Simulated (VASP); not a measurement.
Consider the following.

```
Cu2O
1.0
    4.13987     0.00000     0.00000
    0.00000     4.13987     0.00000
    0.00000     0.00000     4.13987
Cu O
4 2
Direct
  0.75000   0.25000   0.75000
  0.25000   0.75000   0.75000
  0.75000   0.75000   0.25000
  0.25000   0.25000   0.25000
  0.00000   0.00000   0.00000
  0.50000   0.50000   0.50000
```

Method: PBEsol GGA, VASP's PBE PAW potentials (set 64) (plane waves; VASP). Run with 620 eV cut-off, 6×6×6 Γ-centred mesh, Gaussian smearing of 0.050 eV, potentials Cu O.

### Question
Predict the energy per atom (σ→0), pressure, band gap (on the k-mesh) with the smallest direct gap where there is one.

### Answer

```yaml
band gap (on the k-mesh): 0.72 eV
smallest direct gap (on the k-mesh): 0.72 eV
energy per atom (σ→0): -4971 meV/atom
pressure: 9.88 GPa
```

Total energies compare only between runs with the same potentials, cut-off and functional.

The compound is Cu2O in the cuprite structure. It was relaxed first under an external pressure of 10 GPa.
